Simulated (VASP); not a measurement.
# GW on C (Diamond), part 2 of 5

How does the gap of C (Diamond) change from the starting functional to GW? The cell has space group Fd-3m. The start is a cell from a database of measured crystal structures.

VASP 6.6.1, plane waves and PAW; the level of theory is named at each step.

So far, gap on the k-mesh (eV): step 3 (empty bands, functional PBE) 4.15.

### 4. G0W0, functional PBE, start PBE

This step: G0W0 on PBE; plane waves and PAW (C_GW) (VASP 6.6.1).

One pass of GW corrects the levels to first order, with G and W from the starting orbitals.

Input file INCAR:

```
SYSTEM = C
PREC = Accurate
ENCUT = 440
ISMEAR = 0
SIGMA = 0.01
LREAL = .FALSE.
GGA = PE
NBANDS = 40
ALGO = EVGW0
NELMGW = 1
ENCUTGW = 120
NOMEGA = 64
PRECFOCK = Fast
NBANDSGW = 16
LWAVE = .FALSE.
LCHARG = .FALSE.
```

Input file POSCAR:

```
C
1.0
    0.0000000000      1.7833700000      1.7833700000
    1.7833700000      0.0000000000      1.7833700000
    1.7833700000      1.7833700000      0.0000000000
C
2
Direct
    0.7500000000      0.7500000000      0.7500000000
    0.5000000000      0.5000000000      0.5000000000
```

Input file KPOINTS:

```
Automatic mesh
0
Gamma
6 6 6
0 0 0
```

The projector-augmented-wave data sets are C_GW (PBE family, release 64).

The run is started by

```console
$ mpirun -np 8 vasp_std
```

What it wrote:

```text
[banner, memory and clock lines left out]
running    8 mpi-ranks, on    1 nodes
 distrk:  each k-point on    8 cores,    1 groups
 distr:  one band on    1 cores,    8 groups

 POSCAR found type information on POSCAR C
 POSCAR found :  1 types and       2 ions
 [... a notice as in an earlier step ...]

|                                                                             |
|           W    W    AA    RRRRR   N    N  II  N    N   GGGG   !!!           |
|           W    W   A  A   R    R  NN   N  II  NN   N  G    G  !!!           |
|           W    W  A    A  R    R  N N  N  II  N N  N  G       !!!           |
|           W WW W  AAAAAA  RRRRR   N  N N  II  N  N N  G  GGG   !            |
|           WW  WW  A    A  R   R   N   NN  II  N   NN  G    G                |
|           W    W  A    A  R    R  N    N  II  N    N   GGGG   !!!           |
|                                                                             |
|     The default for ENCUTGWSOFT is different in this version of VASP.       |
|     please manually set ENCUTGWSOFT =120 in the INCAR file.                 |
|                                                                             |

 LDA part: xc-table for (Slater+PW92), standard interpolation
 found WAVECAR, reading the header
 POSCAR, INCAR and KPOINTS ok, starting setup
 FFT: planning ... GRIDC
 FFT: planning ... GRID_SOFT
 FFT: planning ... GRID
 reading WAVECAR
 the WAVECAR file was read successfully
 initial charge from wavefunction
 available memory per node:     69.09 GB, setting MAXMEM to     70750

 The Fermi energy was updated, please check that it is located mid-gap
 values below the HOMO (VB) or above the LUMO (CB) will cause erroneous energies
 E-fermi :  11.8419

 calculate exact exchange contribution
 the WAVEDER file was read successfully
energies w=
    0.000    0.000    0.951    0.000    1.900    0.000    2.845    0.000
    3.783    0.000    4.714    0.000    5.635    0.000    6.546    0.000
    7.445    0.000    8.332    0.000    9.206    0.000   10.069    0.000
   10.920    0.000   11.759    0.000   12.588    0.000   13.407    0.000
   14.217    0.000   15.021    0.000   15.818    0.000   16.611    0.000
   17.401    0.000   18.189    0.000   18.978    0.000   19.770    0.000
   20.565    0.000   21.367    0.000   22.177    0.000   22.999    0.000
   23.833    0.000   24.684    0.000   25.554    0.000   26.446    0.000
   27.364    0.000   28.311    0.000   29.293    0.000   30.314    0.000
   31.379    0.000   32.495    0.000   33.669    0.000   34.908    0.000
   36.223    0.000   37.625    0.000   39.125    0.000   40.740    0.000
   42.488    0.000   44.390    0.000   46.474    0.000   48.769    0.000
   51.317    0.000   54.168    0.000   57.383    0.000   61.042    0.000
   65.252    0.000   70.150    0.000   75.925    0.000   82.840    0.000
   91.270    0.000  101.772    0.000  115.210    0.000  133.001    0.000
  157.634    0.000  193.935    0.000  252.643    0.000  363.458    0.000
 responsefunction array rank=      40
 LDA part: xc-table for (Slater+PW92), standard interpolation

 min. memory requirement per mpi rank     50.7 MB, per node    405.5 MB

 allocating   8 responsefunctions rank=    40
 shmem allocating  64 responsefunctions rank=    40
 response function shared by NCSHMEM nodes    1
 Doing            8  frequencies on each core in blocks of           64
NQ=   1    0.0000    0.0000    0.0000,
|.........|.........|.........|.........|.........|.........|.........|.........
 performed         82000 updates of chi_q(r,r)
 total number of BLAS operations          0.48 Gflops
NQ=   2    0.1667    0.0000    0.0000,
|.........|.........|.........|.........|.........|.........|.........|.........
 performed        251000 updates of chi_q(r,r)
 total number of BLAS operations          2.34 Gflops
NQ=   3    0.3333    0.0000    0.0000,
|.........|.........|.........|.........|.........|.........|.........|.........
 performed        420000 updates of chi_q(r,r)
 total number of BLAS operations          3.91 Gflops
NQ=   4    0.5000    0.0000    0.0000,
|.........|.........|.........|.........|.........|.........|.........|.........
 performed        559000 updates of chi_q(r,r)
 total number of BLAS operations          5.20 Gflops
NQ=   5    0.1667    0.1667    0.0000,
|.........|.........|.........|.........|.........|.........|.........|.........
 performed        728000 updates of chi_q(r,r)
 total number of BLAS operations          6.50 Gflops
NQ=   6    0.3333    0.1667    0.0000,
|.........|.........|.........|.........|.........|.........|.........|.........
 performed       1007000 updates of chi_q(r,r)
 total number of BLAS operations          9.09 Gflops
NQ=   7    0.5000    0.1667    0.0000,
|.........|.........|.........|.........|.........|.........|.........|.........
 performed       1286000 updates of chi_q(r,r)
 total number of BLAS operations         11.83 Gflops
NQ=   8   -0.3333    0.1667    0.0000,
|.........|.........|.........|.........|.........|.........|.........|.........
 performed       1565000 updates of chi_q(r,r)
 total number of BLAS operations         14.57 Gflops
NQ=   9   -0.1667    0.1667    0.0000,
|.........|.........|.........|.........|.........|.........|.........|.........
 performed       1803000 updates of chi_q(r,r)
 total number of BLAS operations         17.33 Gflops
NQ=  10    0.3333    0.3333    0.0000,
|.........|.........|.........|.........|.........|.........|.........|.........
 performed       1972000 updates of chi_q(r,r)
 total number of BLAS operations         19.40 Gflops
NQ=  11    0.5000    0.3333    0.0000,
|.........|.........|.........|.........|.........|.........|.........|.........
 performed       2251000 updates of chi_q(r,r)
 total number of BLAS operations         22.14 Gflops
NQ=  12   -0.3333    0.3333    0.0000,
|.........|.........|.........|.........|.........|.........|.........|.........
 performed       2489000 updates of chi_q(r,r)
 total number of BLAS operations         24.35 Gflops
NQ=  13    0.5000    0.5000    0.0000,
|.........|.........|.........|.........|.........|.........|.........|.........
 performed       2610000 updates of chi_q(r,r)
 total number of BLAS operations         25.90 Gflops
NQ=  14    0.5000    0.3333    0.1667,
|.........|.........|.........|.........|.........|.........|.........|.........
 performed       2928000 updates of chi_q(r,r)
 total number of BLAS operations         28.84 Gflops
NQ=  15   -0.3333    0.3333    0.1667,
|.........|.........|.........|.........|.........|.........|.........|.........
 performed       3225000 updates of chi_q(r,r)
 total number of BLAS operations         30.98 Gflops
NQ=  16   -0.3333    0.5000    0.1667,
|.........|.........|.........|.........|.........|.........|.........|.........
 performed       3465000 updates of chi_q(r,r)
 total number of BLAS operations         32.95 Gflops
 resolving degeneracies of screened two electron integrals

 calculate QP shifts <psi_nk| G(iteration)W_0 |psi_nk>: iteration 1
 entering main loop
```

Elapsed: 16 s, on 8 MPI ranks of Intel Xeon Platinum 8488C (Sapphire Rapids), shared host; peak memory 0.91 GiB.

From OUTCAR (step 4):

```text
 Found     16 irreducible k-points:

   k-points           NKPTS =     16   k-points in BZ     NKDIM =    216   number of bands    NBANDS=     40

   NELECT =       8.0000    total number of electrons

 E-fermi :  11.8419

 QP shifts <psi_nk| G(iteration)W_0 |psi_nk>: iteration 1
 for sc-GW calculations column KS-energies equals QP-energies in previous step
 and V_xc(KS)=  KS-energies - (<T + V_ion + V_H > + <T+V_H+V_ion>^1  + <V_x>^1)
 k-point   1 :       0.0000    0.0000    0.0000
  band No.  KS-energies  QP-energies   sigma(KS)   V_xc(KS)     V^pw_x(r,r')   Z            occupation Imag(sigma)
      1     -11.7098     -13.1697     -16.7087     -14.7755     -25.4237       0.7552       2.0000       1.3947
      2       9.7647       9.4271     -17.2040     -16.7965     -19.1905       0.8286       2.0000       0.0549
      3       9.7647       9.4271     -17.2040     -16.7965     -19.1905       0.8286       2.0000       0.0549
      4       9.7647       9.4271     -17.2040     -16.7965     -19.1905       0.8286       2.0000       0.0549
      5      15.3571      16.6436     -13.9605     -15.5205      -9.3156       0.8247       0.0000      -0.0809
      6      15.3571      16.6436     -13.9605     -15.5205      -9.3156       0.8247       0.0000      -0.0809
      7      15.3571      16.6436     -13.9605     -15.5205      -9.3156       0.8247       0.0000      -0.0809
      8      23.0835      24.3619     -14.7341     -16.3855      -7.7927       0.7742       0.0000      -0.1915
    ...

 k-point   2 :       0.1667    0.0000    0.0000
  band No.  KS-energies  QP-energies   sigma(KS)   V_xc(KS)     V^pw_x(r,r')   Z            occupation Imag(sigma)
      1     -10.9429     -12.3560     -16.7047     -14.8299     -25.2314       0.7538       2.0000       1.2978
      2       6.0183       5.3515     -16.8622     -16.0423     -19.7816       0.8133       2.0000       0.0836
      3       8.7457       8.3366     -17.0652     -16.5692     -19.2752       0.8247       2.0000       0.0608
      4       8.7457       8.3366     -17.0652     -16.5692     -19.2752       0.8247       2.0000       0.0608
      5      16.7000      18.0662     -14.0658     -15.7318      -9.0850       0.8201       0.0000      -0.0915
      6      16.7000      18.0662     -14.0658     -15.7318      -9.0850       0.8201       0.0000      -0.0915
      7      17.1622      18.4218     -14.2026     -15.7389      -9.1952       0.8199       0.0000      -0.0937
      8      23.7272      25.0672     -14.4312     -16.1668      -7.3393       0.7721       0.0000      -0.2102
    ...

 k-point   3 :       0.3333    0.0000    0.0000
  band No.  KS-energies  QP-energies   sigma(KS)   V_xc(KS)     V^pw_x(r,r')   Z            occupation Imag(sigma)
      1      -8.6940     -10.0080     -16.7618     -15.0253     -24.7004       0.7567       2.0000       1.0008
      2       0.3980      -0.6383     -16.6958     -15.3633     -21.4491       0.7777       2.0000       0.1908
      3       7.4556       6.9241     -17.0885     -16.4392     -19.7336       0.8186       2.0000       0.0713
      4       7.4556       6.9241     -17.0885     -16.4392     -19.7336       0.8186       2.0000       0.0713
      5      18.0452      19.4412     -13.7550     -15.4659      -8.3619       0.8160       0.0000      -0.1032
      6      18.0452      19.4412     -13.7550     -15.4659      -8.3619       0.8160       0.0000      -0.1032
      7      18.3308      19.4786     -14.2453     -15.6549      -8.8396       0.8142       0.0000      -0.1067
      8      25.0167      26.3423     -13.3170     -15.0286      -5.9727       0.7745       0.0000      -0.2469
    ...

[... 8 parts as in an earlier step ...]

[... 5 further parts left out ...]
```

This step gave:

```
quasiparticle gap on the mesh                 : 5.341 eV
smallest direct quasiparticle gap on the mesh : 7.216 eV
gap of the starting orbitals on the mesh      : 4.154 eV
```

GW takes the gap from 4.154 to 5.341 eV. The mesh misses a band edge: at the starting level the path gave a gap 0.03 eV smaller. The value holds for 40 bands, ENCUTGW = 120 eV and this mesh, and isn't shown to be converged in them.

### 5. Orbitals for another starting point

This step: PBE; plane waves and PAW (C_GW) (VASP 6.6.1).

A hybrid converges faster from good orbitals, so a cheap PBE run writes WAVECAR first.

Input file INCAR:

```
SYSTEM = C
PREC = Accurate
ENCUT = 440
EDIFF = 1E-05
NELM = 100
ISMEAR = 0
SIGMA = 0.01
LREAL = .FALSE.
ALGO = Normal
GGA = PE
NBANDS = 10
LORBIT = 11
LWAVE = .TRUE.
LCHARG = .FALSE.
KPAR = 8
```

POSCAR is that of step 4.

KPOINTS is that of step 4.

The run is started by

```console
$ mpirun -np 8 vasp_std
```

What it wrote:

```text
[banner, memory and clock lines left out]
running    8 mpi-ranks, on    1 nodes
 distrk:  each k-point on    1 cores,    8 groups
 distr:  one band on    1 cores,    1 groups

 POSCAR found type information on POSCAR C
 POSCAR found :  1 types and       2 ions
 [... a notice as in an earlier step ...]

 LDA part: xc-table for (Slater+PW92), standard interpolation
 POSCAR, INCAR and KPOINTS ok, starting setup
 FFT: planning ... GRIDC
 FFT: planning ... GRID_SOFT
 FFT: planning ... GRID
 WAVECAR not read
 entering main loop
       N       E                     dE             d eps       ncg     rms          rms(c)
[... 10 cycles as in an earlier step ...]
DAV:  11    -0.181567603026E+02   -0.24890E-06   -0.31747E-07   174   0.589E-03
   1 F= -.18156760E+02 E0= -.18156760E+02  d E =-.511453E-57
 writing wavefunctions
```

Wall time 1.4 s (8 MPI ranks); peak memory 0.81 GiB.

Parts of OUTCAR (step 5):

```text
   NELECT =       8.0000    total number of electrons

 E-fermi :   9.8754

 k-point     1 :       0.0000    0.0000    0.0000
  band No.  band energies     occupation
      1     -11.7097      2.00000
      2       9.7648      2.00000
      3       9.7648      2.00000
      4       9.7648      2.00000
      5      15.3571      0.00000
      6      15.3571      0.00000
      7      15.3571      0.00000
      8      23.0835      0.00000
      9      29.0602      0.00000
    ...

  Total       -0.2728433     -0.2728433     -0.2728433      0.0000000      0.0000000      0.0000000
  in kB      -38.5362614    -38.5362614    -38.5362614      0.0000000      0.0000000      0.0000000
  external PRESSURE =     -38.5362614 kB  Pullay stress =       0.0000000 kB

  FREE ENERGIE OF THE ION-ELECTRON SYSTEM (eV)
  ---------------------------------------------------
  free  energy   TOTEN  =       -18.1567603026 eV

  energy  without entropy=      -18.1567603026  energy(sigma->0) =      -18.15676030

[... 11 parts as in an earlier step ...]

[... 7 further parts left out ...]
```

This step gave:

```yaml
pressure: -3.854 GPa
```

The run ends at a pressure of -3.85 GPa.

### 6. Another starting point, functional HSE with 0.08 exact exchange

This step: HSE with 0.08 exact exchange; plane waves and PAW (C_GW) (VASP 6.6.1).

To see how much the result owes to its start, the ground state is made again with HSE with 0.08 exact exchange. EDIFF is tight for accurate orbitals, and a narrow smearing avoids fractional occupations.

Input file INCAR:

```
SYSTEM = C
PREC = Accurate
ENCUT = 440
EDIFF = 1E-08
NELM = 100
ISMEAR = 0
SIGMA = 0.01
LREAL = .FALSE.
ALGO = Normal
LHFCALC = .TRUE.
AEXX = 0.08
GGA = PE
LASPH = .TRUE.
NBANDS = 10
PRECFOCK = Fast
LORBIT = 11
LWAVE = .TRUE.
LCHARG = .FALSE.
KPAR = 8
HFSCREEN = 0.2
```

POSCAR is that of step 5.

KPOINTS is that of step 5.

The WAVECAR or CHGCAR of an earlier step is read.

The run is started by

```console
$ mpirun -np 8 vasp_std
```

What it wrote:

```text
[banner, memory and clock lines left out]
running    8 mpi-ranks, on    1 nodes
 distrk:  each k-point on    1 cores,    8 groups
 distr:  one band on    1 cores,    1 groups

 POSCAR found type information on POSCAR C
 POSCAR found :  1 types and       2 ions
 [... a notice as in an earlier step ...]

 LDA part: xc-table for (Slater+PW92), standard interpolation
 found WAVECAR, reading the header
 POSCAR, INCAR and KPOINTS ok, starting setup
 FFT: planning ... GRIDC
 FFT: planning ... GRID_SOFT
 FFT: planning ... GRID
 reading WAVECAR
 the WAVECAR file was read successfully
 initial charge from wavefunction
 entering main loop
       N       E                     dE             d eps       ncg     rms          rms(c)
DAV:   1    -0.190853086363E+02   -0.19085E+02   -0.32438E-02   428   0.206E+00    0.117E-01
DAV:   2    -0.190852113576E+02    0.97279E-04   -0.10966E-04   346   0.109E-01    0.681E-02
DAV:   3    -0.190851614855E+02    0.49872E-04   -0.29208E-05   418   0.656E-02    0.384E-02
DAV:   4    -0.190851482108E+02    0.13275E-04   -0.77981E-06   458   0.336E-02    0.219E-02
DAV:   5    -0.190851447311E+02    0.34798E-05   -0.19858E-06   442   0.175E-02    0.126E-02
DAV:   6    -0.190851438683E+02    0.86273E-06   -0.49720E-07   460   0.901E-03    0.730E-03
DAV:   7    -0.190851436767E+02    0.19159E-06   -0.13010E-07   442   0.477E-03    0.427E-03
DAV:   8    -0.190851436565E+02    0.20215E-07   -0.34220E-08   418   0.252E-03    0.252E-03
DAV:   9    -0.190851436701E+02   -0.13541E-07   -0.88096E-09   206   0.135E-03    0.149E-03
DAV:  10    -0.190851436863E+02   -0.16225E-07   -0.30633E-09   170   0.692E-04    0.882E-04
DAV:  11    -0.190851436987E+02   -0.12369E-07   -0.96420E-10   166   0.346E-04    0.523E-04
DAV:  12    -0.190851437076E+02   -0.89458E-08   -0.21872E-10   160   0.165E-04
   1 F= -.19085144E+02 E0= -.19085144E+02  d E =-.338143E-13
 writing wavefunctions
```

The job ended after 21 s (8 MPI ranks; peak memory 1.6 GiB).

Parts of OUTCAR (step 6):

```text
   k-points           NKPTS =     16   k-points in BZ     NKDIM =    216   number of bands    NBANDS=     10

   NELECT =       8.0000    total number of electrons

  exchange ACFDT corr.  =         0.00000000  see jH, gK, PRB 81, 115126

 E-fermi :   9.6124

 k-point     1 :       0.0000    0.0000    0.0000
  band No.  band energies     occupation
      1     -12.5721      2.00000
      2       9.5659      2.00000
      3       9.5659      2.00000
      4       9.5659      2.00000
      5      15.6022      0.00000
      6      15.6022      0.00000
      7      15.6022      0.00000
      8      23.5070      0.00000
      9      29.3630      0.00000
    ...

 POSITION                                       TOTAL-FORCE (eV/Angst)
 -----------------------------------------------------------------------------------
      2.67505      2.67505      2.67505         0.000000      0.000000      0.000000
      1.78337      1.78337      1.78337        -0.000000     -0.000000     -0.000000
 -----------------------------------------------------------------------------------
    total drift:                               -0.000000     -0.000000     -0.000000

  FREE ENERGIE OF THE ION-ELECTRON SYSTEM (eV)
  ---------------------------------------------------
  free  energy   TOTEN  =       -19.0851437076 eV

  energy  without entropy=      -19.0851437076  energy(sigma->0) =      -19.08514371

[... 8 parts as in an earlier step ...]

[... 8 further parts left out ...]
```

The PAW data sets were made with PBE, which is usual practice but a small mismatch for other functionals.

This step gave:

```
free energy (TOTEN)            : -19.09 eV
Fermi energy                   : 9.612 eV
gap on the k-mesh              : 4.530 eV
least direct gap on the k-mesh : 6.036 eV
```

### 7. Empty bands, functional HSE with 0.08 exact exchange

The next step needs empty bands that the ground-state run didn't converge, so the Hamiltonian is diagonalised exactly for NBANDS bands, in a single step. LOPTICS writes the k-derivatives of the orbitals (WAVEDER), which give the long-wavelength limit of the screening.

Input file INCAR:

```
SYSTEM = C
PREC = Accurate
ENCUT = 440
ISMEAR = 0
SIGMA = 0.01
LREAL = .FALSE.
LHFCALC = .TRUE.
AEXX = 0.08
GGA = PE
LASPH = .TRUE.
NBANDS = 40
PRECFOCK = Fast
HFSCREEN = 0.2
ALGO = Exact
NELM = 1
LWAVE = .TRUE.
LCHARG = .FALSE.
LOPTICS = .TRUE.
NEDOS = 1000
CSHIFT = 0.1
```

POSCAR is that of step 6.

KPOINTS is that of step 6.

The run starts from files that an earlier step left in the folder.

The run is started by

```console
$ mpirun -np 8 vasp_std
```

What it wrote:

```text
[... set-up lines as in an earlier step ...]
 entering main loop
       N       E                     dE             d eps       ncg     rms          rms(c)
DIA:   1    -0.190851437251E+02   -0.19085E+02    0.00000E+00     0   0.000E+00
   1 F= -.19085144E+02 E0= -.19085144E+02  d E =-.194414E-16
 writing wavefunctions
 optical routines
 imaginary and real dielectric function
 recalculating local potential from charge density
 direction            1
 direction            2
 direction            3
```

It took 70 s on 8 MPI ranks; peak memory 1.7 GiB; 9.2 min of CPU time.

From OUTCAR (step 7):

```text
 POSITION                                       TOTAL-FORCE (eV/Angst)
 -----------------------------------------------------------------------------------
      2.67505      2.67505      2.67505         0.000000      0.000000      0.000000
      1.78337      1.78337      1.78337        -0.000000     -0.000000     -0.000000
 -----------------------------------------------------------------------------------
    total drift:                               -0.000000      0.000000     -0.000000

  FREE ENERGIE OF THE ION-ELECTRON SYSTEM (eV)
  ---------------------------------------------------
  free  energy   TOTEN  =       -19.0851437251 eV

  energy  without entropy=      -19.0851437251  energy(sigma->0) =      -19.08514373

[... 2 parts as in an earlier step ...]

[... 1 further part left out ...]
[key lines of the parts left out:]
E-fermi :   9.6198
```

(Part 2 of 5 ends here.)

[Lines on the potential files, build, host, timing and source positions are cut from VASP's logs without a mark.]

[Logs are printed without paths, hosts, clocks, repeated set-up lines and the standing remarks that a program may print on its own settings, such as how far it seeks lower states.]

[Hosts, paths, dates, database ids (printed as entryN), source tags and the programs' standing remarks are cut or masked in the printed files.]

[Pressures printed for these runs are not shown converged in the cutoff: they can be off by several GPa and have the wrong sign.]
